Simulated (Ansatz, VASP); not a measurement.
# Al in two plane-wave programs

Aim: how closely do two programs agree when they are given the same cell, functional and k mesh? Of the first pair: The structure shown is frame 14 of Ansatz's trajectory.

Program: Ansatz 0.2.0. Level of theory: plane waves, with VASP 6.6.1 beside it; single point at PBE. Results are calculated unless marked as measured.

## (1) The structure

The cell holds 94 atoms: 94 Al. Cell: a = 12.225 Å, b = 12.225 Å, c = 12.225 Å, α = 90.0°, β = 90.0°, γ = 90.0°. As first built, before any earlier steps moved the atoms (in the runner's words): 94 atoms (94 Al) placed at random at 2.39 g/cm^3, melted at 1400 K for 10 ps at fixed volume with the Finnis-Sinclair Al potential (Mendelev, file Al_mm.eam.fs of the LAMMPS distribution). Snapshot at the end of a hold of 10 ps at 1400 K and zero pressure.

## (2) Ansatz: dynamics, PBE

Ansatz runs on its default PAW (the set named soft_2) files.

One frame of this run of dynamics is then solved in both programs, so the motion causes no difference.

Contents of input.yaml:

```yaml
crystal:
  lattice:
    - [12.22482, 0.0, 0.0]
    - [0.0, 12.22482, 0.0]
    - [0.0, 0.0, 12.22482]
  atoms:
    - { symbol: Al, position: [0.69761, 0.59126, 0.65696] }
    - { symbol: Al, position: [0.96452, 0.88337, 0.55777] }
    - { symbol: Al, position: [0.48314, 0.76529, 0.73816] }
    - { symbol: Al, position: [0.36415, 0.82463, 0.52312] }
    - { symbol: Al, position: [0.31911, 0.74129, 0.87691] }
    - { symbol: Al, position: [0.21374, 0.14881, 0.70013] }
    - { symbol: Al, position: [0.45699, 0.38583, 0.6126] }
    - { symbol: Al, position: [0.4153, 0.34677, 0.80025] }
    - { symbol: Al, position: [0.70392, 0.40308, 0.76981] }
    - { symbol: Al, position: [0.19157, 0.26178, 0.94324] }
    - { symbol: Al, position: [0.0144, 0.22677, 0.01807] }
    - { symbol: Al, position: [0.78405, 0.80767, 0.62077] }
    - { symbol: Al, position: [0.34208, 0.62324, 0.46506] }
    - { symbol: Al, position: [0.62998, 0.2961, 0.9498] }
    - { symbol: Al, position: [0.84263, 0.62043, 0.80977] }
    - { symbol: Al, position: [0.8129, 0.61932, 0.45669] }
    - { symbol: Al, position: [0.19976, 0.33717, 0.74855] }
    - { symbol: Al, position: [0.54465, 0.12127, 0.95744] }
    - { symbol: Al, position: [0.4782, 0.97668, 0.14911] }
    - { symbol: Al, position: [0.94907, 0.02494, 0.11805] }
    - { symbol: Al, position: [0.60411, 0.54175, 0.91833] }
    - { symbol: Al, position: [0.36411, 0.58191, 0.66563] }
    - { symbol: Al, position: [0.01064, 0.51131, 0.92197] }
    - { symbol: Al, position: [0.15231, 0.29065, 0.19476] }
    - { symbol: Al, position: [0.77227, 0.23055, 0.81689] }
    - { symbol: Al, position: [0.44612, 0.4055, 0.1446] }
    - { symbol: Al, position: [0.29638, 0.49721, 0.89735] }
    - { symbol: Al, position: [0.93366, 0.20652, 0.25375] }
    - { symbol: Al, position: [0.86644, 0.07804, 0.6128] }
    - { symbol: Al, position: [0.80878, 0.39364, 0.30389] }
[... 58 atom lines left out ...]
    - { symbol: Al, position: [0.37102, 0.59933, 0.20278] }
    - { symbol: Al, position: [0.62437, 0.82656, 0.38374] }
    - { symbol: Al, position: [0.76837, 0.24875, 0.18308] }
    - { symbol: Al, position: [0.8593, 0.61169, 0.04412] }
    - { symbol: Al, position: [0.6578, 0.19806, 0.61683] }
    - { symbol: Al, position: [0.05954, 0.00951, 0.71246] }
kpoints:
  mp_grid: { grid: [1, 1, 1] }
hamiltonian:
  xc: pbe
scf:
  occupations: { method: fermi_dirac, width: 0.1 }
output:
  forces: true
md:
  timestep: 2.0
  n_steps: 42
  ensemble: nvt_langevin
  temperature: 300
  initial_velocities: maxwell_boltzmann
  seed: 4084
```

Run with:

```
$ ansatz run input.yaml --threads 8 --pin off --max-ram 15872MiB --backend cpu --events-out ev --progress --plain --runs-dir out
```

Numbers of over 12 decimals in the logs are rounded to 6 here.

The program printed:

```text
Warning: md: disabling space-group detection — thermal motion breaks the input geometry's symmetry, so no spatial operation reduces the k-mesh or symmetrises the density; time reversal is kept, so that k and −k are solved as one point where they differ and the mesh holds both, and exact exchange and, on two spinor components, a DFT+U term hold to it where the run has them: on two components no moment then forms, and  [...]
Engine: ansatz 0.2.0, aarch64-unknown-linux-gnu
Pseudopotentials: kind: paw
Pseudopotential: Al, paw, valence charge 3, recommended cutoff 420 eV (normal), Al.paw.azcp
Functional definition: PBE
  parameter kappa = 0.804
  parameter beta = 0.066725
  exchange = pbe_x(kappa = kappa, mu = beta*pi^2/3)
  correlation = pbe_c(beta = beta)
Crystal: 94 atoms, lattice volume = 1826.953 Å³
Basis set: ecut = 420 eV, 35729 PW (Γ), exchange–correlation on 180×180×180 points (8 copies of the dense FFT grid, shifted against one another)
Bands: 235, of which v1, the nominal top of the filled ones, is band 141 counted from 1 (140 counted from 0)
Symmetry: 1 space group operations
k-points: 1
Non-local potential: Al, projectors of the file, l = 0: 2, l = 1: 2, l = 2: 1
PAW form: soft (Blöchl's): semilocal exchange-correlation on the pseudo side does not see the compensation charge
PAW one-centre angular grid: Al, 110 points (default); XC on 64 Gauss nodes
Initial density: superposition of atomic densities (neutral atoms: chi_scale 0, normalization atom), corrected by the library's trained network
Initial wavefunctions: pseudopotential atomic-orbital guess
Functional: x = pbe(κ = 0.804, μ = 0.219515), c = pbe(β = 0.066725)
SCF iter   1: F=—  HF=-50484.340586 eV  |F-HF|=—  |Δ(HF+E_count)|=         —  Δρ=3.45e-3  dr2=1.51e0  ethr=1.77e-3  ⟨swp⟩=7.0  Hψ=1154  notcnv=0  defer=11
preconditioner: auto → Kerker (q_TF=auto, 1.998 Å⁻¹)  [metal: Δε(μ)=0.037 eV  Ē_g=6.022 eV  σ=0.100 eV  W_gap=0.09  n_scr=250 (ndim 8)  ℏωp=14.6 eV  f_vac=0.000  D(μ)=52.33/eV (n_scr^D=364)]
SCF iter   2: F=—  HF=-50484.218677 eV  |F-HF|=—  |Δ(HF+E_count)|=   1.22e-1  Δρ=1.95e-3  dr2=3.51e-1  ethr=5.36e-4  ⟨swp⟩=1.0  Hψ=271  notcnv=0  defer=14
SCF iter   3: F=—  HF=-50484.170942 eV  |F-HF|=—  |Δ(HF+E_count)|=   4.77e-2  Δρ=3.72e-4  dr2=4.98e-3  ethr=1.24e-4  ⟨swp⟩=2.0  Hψ=290  notcnv=0  defer=14
SCF iter   4: F=—  HF=-50484.170232 eV  |F-HF|=—  |Δ(HF+E_count)|=   7.09e-4  Δρ=9.88e-5  dr2=4.92e-4  ethr=1.77e-6  ⟨swp⟩=3.0  Hψ=366  notcnv=0  defer=14
SCF iter   5: F=—  HF=-50484.170231 eV  |F-HF|=—  |Δ(HF+E_count)|=   1.57e-6  Δρ=2.80e-5  dr2=3.51e-5  ethr=1.75e-7  ⟨swp⟩=1.0  Hψ=212  notcnv=0  defer=14
SCF iter   6: F=—  HF=-50484.170616 eV  |F-HF|=—  |Δ(HF+E_count)|=   3.85e-4  Δρ=8.44e-6  dr2=5.33e-6  ethr=1.24e-8  ⟨swp⟩=3.0  Hψ=418  notcnv=0  defer=14
SCF iter   7: F=—  HF=-50484.170616 eV  |F-HF|=—  |Δ(HF+E_count)|=   2.17e-7  Δρ=2.44e-6  dr2=3.81e-7  ethr=1.89e-9  ⟨swp⟩=1.0  Hψ=212  notcnv=0  defer=14
SCF iter   8: F=-50484.170616 eV  HF=-50484.170616 eV  |F-HF|=1.39e-8  |Δ(HF+E_count)|=   1.73e-8  Δρ=6.99e-7  dr2=2.91e-8  ethr=3.33e-11  ⟨swp⟩=3.0  Hψ=535  notcnv=0
SCF 1 converged in 8 iterations: F = -50484.170616 eV  dr2 = 2.91e-8
  greatest PAW one-centre occupation: 0.506 electrons in one spin orbital (limit 2), on the Al atom at site 69 (counted from 0), in its partial waves of l = 0
md step     0: t =     0.00 fs  T =   296.8 K  F+E_penalty+E_count = -50484.17061594 eV  E_kin = 3.606354 eV  (8 SCF iters)
[...]
md step    28: t =    56.00 fs  T =   655.7 K  F+E_penalty+E_count = -50495.03277692 eV  E_kin = 7.966768 eV  (4 SCF iters)
md step    29: t =    58.00 fs  T =   653.0 K  F+E_penalty+E_count = -50495.05834989 eV  E_kin = 7.934322 eV  (5 SCF iters)
md step    30: t =    60.00 fs  T =   640.1 K  F+E_penalty+E_count = -50495.09312334 eV  E_kin = 7.777975 eV  (6 SCF iters)
md step    31: t =    62.00 fs  T =   622.5 K  F+E_penalty+E_count = -50495.14532782 eV  E_kin = 7.564227 eV  (5 SCF iters)
md step    32: t =    64.00 fs  T =   606.2 K  F+E_penalty+E_count = -50495.22883045 eV  E_kin = 7.365875 eV  (5 SCF iters)
md step    33: t =    66.00 fs  T =   593.9 K  F+E_penalty+E_count = -50495.35932714 eV  E_kin = 7.216042 eV  (5 SCF iters)
md step    34: t =    68.00 fs  T =   615.7 K  F+E_penalty+E_count = -50495.52918889 eV  E_kin = 7.481112 eV  (5 SCF iters)
md step    35: t =    70.00 fs  T =   606.9 K  F+E_penalty+E_count = -50495.72123028 eV  E_kin = 7.374000 eV  (4 SCF iters)
md step    36: t =    72.00 fs  T =   597.6 K  F+E_penalty+E_count = -50495.92487907 eV  E_kin = 7.261698 eV  (4 SCF iters)
md step    37: t =    74.00 fs  T =   598.1 K  F+E_penalty+E_count = -50496.13104274 eV  E_kin = 7.267454 eV  (4 SCF iters)
md step    38: t =    76.00 fs  T =   585.7 K  F+E_penalty+E_count = -50496.33351277 eV  E_kin = 7.116759 eV  (5 SCF iters)
md step    39: t =    78.00 fs  T =   580.9 K  F+E_penalty+E_count = -50496.53376837 eV  E_kin = 7.058471 eV  (4 SCF iters)
md step    40: t =    80.00 fs  T =   583.5 K  F+E_penalty+E_count = -50496.74115770 eV  E_kin = 7.089724 eV  (6 SCF iters)
md step    41: t =    82.00 fs  T =   580.7 K  F+E_penalty+E_count = -50496.95480692 eV  E_kin = 7.055646 eV  (5 SCF iters)
[...]
md step    42: t =    84.00 fs  T =   570.3 K  F+E_penalty+E_count = -50497.16617998 eV  E_kin = 6.929566 eV  (6 SCF iters)
SCF converged after 6 iterations
Free energy (F): -50497.166180 eV
Harris-Foulkes:  -50497.166180 eV  (|F-HF|=1.01e-8)
Internal energy: -50495.617741 eV  (E = F + TS)
E sigma→0 (E₀):  -50496.391961 eV
Entropy (-TS):   -1.548439 eV (-16.473 meV/atom)
Fermi energy:    6.030282 eV
--- Per-component energies (eV) ---
  E_band       = 615.743693
  E_kinetic    = 2017.536191
  E_local      = 234.169510  (includes V_loc(G=0)·N_el)
  E_nonlocal   = 997.795753
  E_hartree    = 170.688777
  E_xc         = -3667.029433
  E_vxc        = -2630.743714  (∫ρ·V_xc dr)
  E_paw        = -43929.005582  (= ΣΔE_a)
  E_vpaw       = -344.390968  (= ΣTr[D̂ρ^β])
  E_aug_tail   = -0.000193  (compensation charges beyond the density's cutoff)
  E_ewald      = -6319.772765
  E_smearing   = -1.548439  (= −TS)
  E_closure    = 0.000000  (closes the sum)
  Σ components = -50497.166180   (vs F -50497.166180, Δ=0.00e0)
--- Forces (eV/Å), atoms counted from 1 ---
  atom   1  Al    -0.64480055    -0.10566526     0.90975252
  atom   2  Al     0.25867039     0.15828346    -0.03995753
  atom   3  Al     0.11099352    -0.31897948     0.07008007
  atom   4  Al    -0.25954086     0.74845869     0.08543114
  atom   5  Al    -0.25090477    -0.53146369    -0.02019399
  atom   6  Al    -1.04411572     0.31422432    -0.21670769
  atom   7  Al    -0.12745981     0.83553348     0.55223215
  atom   8  Al    -0.16806566     0.77310119    -0.04573679
  atom   9  Al    -0.01076556     0.18732290    -0.14751308
  atom  10  Al    -0.34881912     0.16232295    -0.15626257
  atom  11  Al     0.25129122     0.12427535    -0.69337446
  atom  12  Al     0.03111862     0.34001576    -0.00060680
  atom  13  Al    -0.26192351    -0.57890540    -0.30428860
  atom  14  Al     0.32720998    -0.62771511    -0.17573587
  atom  15  Al     0.03635472    -0.10045197    -0.58321340
  atom  16  Al     0.24446880     0.11669669    -0.42784679
  atom  17  Al    -0.28985152    -0.21458720     0.18007608
  atom  18  Al     0.13548255     0.35609014    -0.14293337
  atom  19  Al     0.16330804    -0.39246165    -0.21110349
  atom  20  Al     0.42042821     0.12434375    -0.08609617
  atom  21  Al    -0.30782088     0.07826739    -0.36902380
  atom  22  Al    -0.18607326     0.22692862     0.05455349
  atom  23  Al     0.56465374     0.63308657    -0.30626906
  atom  24  Al     0.00781457    -0.37809289     0.02163201
[...]
atom  87  Al    -0.24183555    -0.04976369     0.72767452
  atom  88  Al    -0.29820822    -0.23484472     0.02825440
  atom  89  Al    -1.46986803     0.84818187    -0.47189003
  atom  90  Al    -0.05106619    -0.42692544     0.36243911
  atom  91  Al    -0.57920779    -0.11145536     0.02782012
  atom  92  Al     0.55817621     0.18581692     0.56061241
  atom  93  Al     0.59230332    -0.68350858     0.16638473
  atom  94  Al     0.51013838    -0.37364308    -0.33741599
  max |Σ_I F_I| component: 2.13e-5 eV/Å
--- MD trajectory: 42 steps, t = 0.0 → 84.0 fs ---
  final state: T = 570.3 K   F+E_penalty+E_count = -50497.16617998 eV   E_kin = 6.929566 eV
```

## (3) VASP: single point, PBE, pair 1

The same cell, functional, mesh and smearing now go to VASP, with its own data sets.

Lines of VASP's logs that name or quote its potential files are left out, and so is its time.

Contents of INCAR:

```
SYSTEM = Al
PREC = Accurate
ENCUT = 400
EDIFF = 1E-06
NELM = 120
ISMEAR = -1
SIGMA = 0.1
LREAL = Auto
ALGO = Normal
GGA = PE
NBANDS = 208
LORBIT = 11
LWAVE = .FALSE.
LCHARG = .FALSE.
ISIF = 2
LASPH = .TRUE.
GGA_COMPAT = .FALSE.
NCORE = 2
```

Contents of POSCAR:

```
Al
1.0
   12.2248200000      0.0000000000      0.0000000000
    0.0000000000     12.2248200000      0.0000000000
    0.0000000000      0.0000000000     12.2248200000
Al
94
Direct
    0.7149798525      0.5862335805      0.6696049512
    0.9729223007      0.8818043947      0.5554519412
    0.4913855582      0.7667761161      0.7271436307
    0.3685616639      0.8284620960      0.5238850143
    0.3214035053      0.7538434104      0.8625730277
    0.2183917636      0.1399039004      0.7071924167
    0.4704854550      0.3825986804      0.5995425700
    0.4127095532      0.3397105233      0.8104413807
    0.6937607261      0.4208814527      0.7680440285
    0.2063343264      0.2667278537      0.9508115457
    0.0021431808      0.2277170543      0.0331375022
    0.7764531502      0.7974595945      0.6295471017
    0.3467126714      0.6209743784      0.4517121724
    0.6267658747      0.3085362402      0.9676297892
    0.8447486343      0.6175632852      0.8137870333
    0.7921425428      0.6240419082      0.4443092005
    0.2031849958      0.3621893819      0.7474629483
    0.5399834108      0.1069299998      0.9469587282
    0.4899049638      0.9930616565      0.1601332371
    0.9438093976      0.0271496840      0.1217277637
    0.6076899292      0.5477135860      0.9162098092
    0.3763572797      0.5758366994      0.6780467933
    0.0038773577      0.5043755245      0.9225984513
    0.1497936166      0.2942456412      0.1907758151
    0.7622852525      0.2193242927      0.8119219751
    0.4568738026      0.4003085526      0.1388977506
    0.2988919264      0.4874509400      0.8957023498
    0.9529220062      0.1910621179      0.2538196881
    0.8707694674      0.0904880399      0.6312812786
    0.8087808246      0.4116297827      0.3078491135
[... 58 atom lines left out ...]
    0.3603079636      0.6016939309      0.1935079617
    0.6305205312      0.8371984209      0.3695841738
    0.7446899014      0.2458032102      0.1674380482
    0.8412148400      0.6223159114      0.0308879804
    0.6474614759      0.2184653844      0.6116163674
    0.0548147130      0.0058078565      0.7068897538
```

Contents of KPOINTS:

```
Automatic mesh
0
Gamma
1 1 1
0 0 0
```

The projector-augmented-wave data sets are Al (PBE family, release 64).

Run with:

```
$ mpirun -np 8 vasp_gam
```

The program printed:

```text
[banner, memory and clock lines left out]
running    8 mpi-ranks, on    1 nodes
[...]
LDA part: xc-table for (Slater+PW92), standard interpolation
 POSCAR, INCAR and KPOINTS ok, starting setup
[...]
entering main loop
       N       E                     dE             d eps       ncg     rms          rms(c)
DAV:   1     0.798218625036E+03    0.79822E+03   -0.93929E+04   416   0.932E+02
DAV:   2    -0.217299173391E+03   -0.10155E+04   -0.91832E+03   576   0.153E+02
DAV:   3    -0.324918759592E+03   -0.10762E+03   -0.10173E+03   512   0.433E+01
DAV:   4    -0.327849139273E+03   -0.29304E+01   -0.29003E+01   488   0.804E+00
[...]
DAV:  15    -0.321322511701E+03   -0.18741E-05   -0.32281E-05   464   0.937E-03    0.129E-02
DAV:  16    -0.321322509956E+03    0.17448E-05   -0.57526E-06   472   0.436E-03    0.631E-03
DAV:  17    -0.321322509053E+03    0.90315E-06   -0.11555E-06   280   0.211E-03
   1 F= -.32132251E+03 E0= -.32055518E+03  d E =-.153466E+01
```

From OUTCAR (step 3):

```text
  Total        2.8891547      1.6720410      4.9505793     -0.8565879      1.3742941      3.3357582
  in kB        2.5336928      1.4663245      4.3414938     -0.7511991      1.2052103      2.9253493
  external PRESSURE =       2.7805037 kB  Pullay stress =       0.0000000 kB

 POSITION                                       TOTAL-FORCE (eV/Angst)
 -----------------------------------------------------------------------------------
      8.74050      7.16660      8.18580        -0.929477      0.757823     -1.771212
     11.89380     10.77990      6.79030        -0.399948     -0.505300     -0.225870
      6.00710      9.37370      8.88920         0.154309      0.030461      0.094824
      4.50560     10.12780      6.40440        -0.514467     -0.419482      0.053943
      3.92910      9.21560     10.54480         0.380459      0.143511     -0.952322
      2.66980      1.71030      8.64530         0.359833      0.449415      0.564937
      5.75160      4.67720      7.32930         0.342893      0.326993     -0.149660
      5.04530      4.15290      9.90750         1.018283     -0.571427     -0.060826
      8.48110      5.14520      9.38920        -0.182639     -1.513212      0.229865
      2.52240      3.26070     11.62350        -0.555804      0.325479     -0.038111
      0.02620      2.78380      0.40510         0.221127      0.068028      0.558460
      9.49200      9.74880      7.69610         0.155438     -0.082490     -0.063817
      4.23850      7.59130      5.52210        -0.314464      0.381597     -0.236267
[...]
-----------------------------------------------------------------------------------
    total drift:                                0.000012     -0.003796     -0.000057

  FREE ENERGIE OF THE ION-ELECTRON SYSTEM (eV)
  ---------------------------------------------------
  free  energy   TOTEN  =      -321.3225090527 eV

  energy  without entropy=     -319.7878506679  energy(sigma->0) =     -320.55517986

[... 3 further parts left out ...]
[key lines of the parts left out:]
E-fermi :   6.0891
```

The run ends at a pressure of 0.28 GPa, with forces up to 2.1 eV/Å.

## (4) Side by side

Known differences besides the potentials themselves: the cutoff is 420 eV in Ansatz and 400 eV in VASP (PREC = Accurate, projectors in real space). Total energies have different zeros and are not compared.

Forces on 9 of the 94 atoms, those with the largest forces and the largest differences (eV/Å; atoms numbered as in POSCAR):

| atom | Ansatz x, y, z | VASP x, y, z |
| --- | --- | --- |
| Al1 | -0.931, 0.757, -1.771 | -0.929, 0.758, -1.771 |
| Al9 | -0.181, -1.514, 0.230 | -0.183, -1.513, 0.230 |
| Al15 | 0.596, 0.588, 1.242 | 0.597, 0.589, 1.241 |
| Al16 | 0.566, 0.489, 1.379 | 0.569, 0.489, 1.381 |
| Al27 | 0.334, 0.372, 0.739 | 0.335, 0.369, 0.737 |
| Al34 | 0.221, 0.447, -1.071 | 0.221, 0.450, -1.075 |
| Al52 | -1.062, 0.962, -0.682 | -1.063, 0.962, -0.682 |
| Al64 | -1.335, -0.992, 0.317 | -1.335, -0.993, 0.318 |
| Al91 | 1.874, 0.625, -0.328 | 1.874, 0.625, -0.328 |

The forces differ by 1.1 meV/Å r.m.s., which is 0.2 % of the r.m.s. force of 0.501 eV/Å (both taken over all components).

## (5) Ansatz: dynamics, PBE

One frame of this run of dynamics is then solved in both programs, so the motion causes no difference.

The structure compared here is frame 28 of Ansatz's trajectory.

input.yaml is that of step 2.

Run with:

```
$ ansatz run input.yaml --threads 8 --pin off --max-ram 15872MiB --backend cpu --events-out ev --progress --plain --runs-dir out
```

The program printed:

```text
[...]
Crystal: 94 atoms, lattice volume = 1826.953 Å³
Basis set: ecut = 420 eV, 35729 PW (Γ), exchange–correlation on 180×180×180 points (8 copies of the dense FFT grid, shifted against one another)
Bands: 235, of which v1, the nominal top of the filled ones, is band 141 counted from 1 (140 counted from 0)
Symmetry: 1 space group operations
k-points: 1
[...]
atom   6  Al    -1.04411572     0.31422432    -0.21670769
  atom   7  Al    -0.12745981     0.83553348     0.55223215
  atom   8  Al    -0.16806566     0.77310119    -0.04573679
[...]
atom  91  Al    -0.57920779    -0.11145536     0.02782012
  atom  92  Al     0.55817621     0.18581692     0.56061241
  atom  93  Al     0.59230332    -0.68350858     0.16638473
  atom  94  Al     0.51013838    -0.37364308    -0.33741599
  max |Σ_I F_I| component: 2.13e-5 eV/Å
--- MD trajectory: 42 steps, t = 0.0 → 84.0 fs ---
[...]
[key lines of the parts left out:]
SCF converged after 6 iterations
Free energy (F): -50497.166180 eV
Fermi energy:    6.030282 eV
```

(Part 1 of 2 ends here.)

[Lines on the potential files, build, host, timing and source positions are cut from VASP's logs without a mark.]

[Logs are printed without paths, hosts, clocks, repeated set-up lines and the standing remarks that a program may print on its own settings, such as how far it seeks lower states.]

[Hosts, paths, dates, database ids (printed as entryN), source tags and the programs' standing remarks are cut or masked in the printed files.]
